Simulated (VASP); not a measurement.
All values below come from PBE GGA, VASP's PBE PAW potentials (set 64) (plane waves; VASP).

Input for VASP

**INCAR**
```
SYSTEM = Mg
EDIFF = 1E-7
LWAVE = .False.
LCHARG = .False.
GGA = PE
SIGMA = 0.1   # width (eV)
NSW = 30   # most ionic steps
ISIF = 4   # ions and shape, fixed volume
ENCUT = 520   # plane-wave cut-off (eV)
PREC = Accurate
ISMEAR = 1   # Methfessel-Paxton
NELM = 100
EDIFFG = -0.01   # ionic stop
LASPH = .True.   # aspherical one-centre terms
ALGO = Normal   # blocked Davidson
IBRION = 2
LREAL = .False.   # projection in real space or not
```

**KPOINTS**
```
Automatic mesh
0
Gamma
13 13 7
0 0 0
```

**POSCAR**
```
Mg
1
    1.6051310142    -2.7801689233     0.0000000000
    1.6051310142     2.7801689233     0.0000000000
    0.0000000000     0.0000000000     5.1134348448
Mg
2
Direct
  0.3333330000   0.6666670000   0.2500000000
  0.6666670000   0.3333330000   0.7500000000
```

POTCAR, in this order: Mg (PBE.64 set). Program: vasp_std.

The run wrote:

OUTCAR:
```
 ion  position               nearest neighbor table
   1  0.333  0.667  0.250-   2 3.16   2 3.16   2 3.16   2 3.16   2 3.16   2 3.16
   2  0.667  0.333  0.750-   1 3.16   1 3.16   1 3.16   1 3.16   1 3.16   1 3.16
  LATTYP: Found a hexagonal cell.
 ALAT       =     3.2102624215
 C/A-ratio  =     1.5928401400
 Subroutine PRICEL returns:
 Original cell was already a primitive cell.
 Subroutine GETGRP returns: Found 24 space group operations
The static configuration has the point symmetry D_3d.
 The point group associated with its full space group is D_6h.
The dynamic configuration has the point symmetry D_3d.
 Subroutine INISYM returns: Found 24 space group operations
 Subroutine IBZKPT returns following result:
 Found     84 irreducible k-points:

 Following reciprocal coordinates:
            Coordinates               Weight
  0.000000  0.000000  0.000000      1.000000
  0.076923 -0.000000  0.000000      6.000000
  0.153846 -0.000000  0.000000      6.000000
  0.230769  0.000000  0.000000      6.000000
  0.307692 -0.000000  0.000000      6.000000
  0.384615 -0.000000  0.000000      6.000000
  0.461538  0.000000  0.000000      6.000000
...
```

File OSZICAR:
```
       N       E                     dE             d eps       ncg     rms          rms(c)
DAV:   1    -0.409798467271E-01   -0.40980E-01   -0.13301E+03  1008   0.480E+02
DAV:   2    -0.299679824760E+01   -0.29558E+01   -0.27211E+01  1368   0.284E+01
DAV:   3    -0.301556913459E+01   -0.18771E-01   -0.18745E-01  1404   0.317E+00
DAV:   4    -0.301562145362E+01   -0.52319E-04   -0.52319E-04  1416   0.139E-01
DAV:   5    -0.301562169945E+01   -0.24583E-06   -0.24564E-06  1386   0.755E-03    0.958E-01
DAV:   6    -0.300950534327E+01    0.61164E-02   -0.58764E-04  1242   0.285E-01    0.613E-01
DAV:   7    -0.300206039615E+01    0.74449E-02   -0.23039E-03  1128   0.494E-01    0.340E-02
DAV:   8    -0.300207275326E+01   -0.12357E-04   -0.13225E-05  1662   0.327E-02    0.773E-03
DAV:   9    -0.300207139697E+01    0.13563E-05   -0.12891E-06  1236   0.803E-03    0.620E-04
DAV:  10    -0.300207119174E+01    0.20523E-06   -0.45032E-09   942   0.648E-04    0.132E-04
DAV:  11    -0.300207117098E+01    0.20757E-07   -0.56255E-10   744   0.222E-04
   1 F= -.30020712E+01 E0= -.30013141E+01  d E =-.300207E+01
       N       E                     dE             d eps       ncg     rms          rms(c)
DAV:   1    -0.300275865412E+01   -0.68746E-03   -0.18629E-03  1398   0.233E-01    0.141E-02
DAV:   2    -0.300275745392E+01    0.12002E-05   -0.98603E-06  1176   0.239E-02    0.891E-03
DAV:   3    -0.300275594817E+01    0.15057E-05   -0.18453E-06  1266   0.707E-03    0.177E-04
DAV:   4    -0.300275596350E+01   -0.15323E-07   -0.23310E-08   816   0.126E-03
   2 F= -.30027560E+01 E0= -.30020369E+01  d E =-.684793E-03
       N       E                     dE             d eps       ncg     rms          rms(c)
DAV:   1    -0.300318483755E+01   -0.42889E-03   -0.46000E-03  1380   0.365E-01    0.222E-02
DAV:   2    -0.300318187271E+01    0.29648E-05   -0.24880E-05  1176   0.378E-02    0.141E-02
DAV:   3    -0.300317827164E+01    0.36011E-05   -0.46204E-06  1248   0.111E-02    0.254E-04
DAV:   4    -0.300317829266E+01   -0.21017E-07   -0.58104E-08   942   0.199E-03
   3 F= -.30031783E+01 E0= -.30026415E+01  d E =-.110712E-02
```

OUTCAR:
```
------------------------ aborting loop because EDIFF is reached ----------------------------------------
  FORCE on cell =-STRESS in cart. coord.  units (eV):
  Direction    XX          YY          ZZ          XY          YZ          ZX
  --------------------------------------------------------------------------------------
  Total        0.0193337      0.0193337      0.0312266      0.0000000      0.0000000     -0.0000000
  in kB        0.6787350      0.6787352      1.0962530      0.0000000      0.0000000     -0.0000000
  external PRESSURE =       0.8179077 kB  Pullay stress =       0.0000000 kB
  volume of cell :       45.64
      direct lattice vectors                 reciprocal lattice vectors
     1.597569684 -2.767072311  0.000000000     0.312975393 -0.180696398 -0.000000000
     1.597569684  2.767072311 -0.000000000     0.312975393  0.180696398 -0.000000000
     0.000000000  0.000000000  5.161953382     0.000000000  0.000000000  0.193725113
 POSITION                                       TOTAL-FORCE (eV/Angst)
 -----------------------------------------------------------------------------------
      1.59757      0.92236      1.29049         0.000000      0.000000      0.000000
      1.59757     -0.92236      3.87147        -0.000000     -0.000000      0.000000
 -----------------------------------------------------------------------------------
    total drift:                               -0.000000     -0.000006      0.000001
  FREE ENERGIE OF THE ION-ELECTRON SYSTEM (eV)
  ---------------------------------------------------
  free  energy   TOTEN  =        -3.0031782927 eV

  energy  without entropy=       -3.0015677705  energy(sigma->0) =       -3.00264145

 reached required accuracy - stopping structural energy minimisation
```
(Selected blocks of OUTCAR.)

### CONTCAR
```
Mg
   1.00000000000000
     1.5975696840618441   -2.7670723109445321    0.0000000000000000
     1.5975696840618441    2.7670723109445321   -0.0000000000000000
     0.0000000000000000    0.0000000000000000    5.1619533818756249
  Mg
     2
Direct
     0.3333330000000032    0.6666669999999968    0.2500000000000000
     0.6666669999999968    0.3333330000000032    0.7500000000000000
```

OUTCAR:
```
 val. band max:        2.7024669414   @ k =   0.3077  -0.0000   0.0000

 cond. band min:       2.7332261066   @ k =   0.3077   0.2308   0.0000


 Fermi energy:         2.7067824201

 k-point     1 :       0.0000    0.0000    0.0000
  band No.  band energies     occupation
      1      -4.2927      2.00000
      2       0.9974      2.00000
      3       1.4689      2.00000
      4      13.5868      0.00000
      5      13.5868      0.00000
      6      13.7011      0.00000

 k-point     2 :       0.0769   -0.0000    0.0000
  band No.  band energies     occupation
      1      -4.1761      2.00000
      2       1.1038      2.00000
      3       1.5821      2.00000
      4      11.5108      0.00000
      5      12.4738      0.00000
      6      13.2897      0.00000

 k-point     3 :       0.1538   -0.0000    0.0000
  band No.  band energies     occupation
      1      -3.8273      2.00000
      2       1.4232      2.00000
      3       1.9180      2.00000
      4       9.1667      0.00000
      5      11.4973      0.00000
      6      12.1755      0.00000

 k-point     4 :       0.2308    0.0000    0.0000
  band No.  band energies     occupation
      1      -3.2487      2.00000
      2       1.9559      2.00000
      3       2.4608      2.00277
      4       6.9705      0.00000
      5      10.7167      0.00000
      6      10.9941      0.00000

 k-point     5 :       0.3077   -0.0000    0.0000
  band No.  band energies     occupation
      1      -2.4445      2.00000
      2       2.7025      1.07297
      3       3.1264     -0.00000
      4       5.0408      0.00000
      5       9.6873      0.00000
      6       9.6942      0.00000

 k-point     6 :       0.3846   -0.0000    0.0000
  band No.  band energies     occupation
      1      -1.4208      2.00000
      2       2.7645      0.18063
      3       3.6627     -0.00000
      4       4.5269     -0.00000
      5       7.8656      0.00000
      6       8.2796      0.00000
...
```

The compound is Mg in the hcp structure. This run relaxes it. Symmetry was kept, so distortions that lower it aren't found.
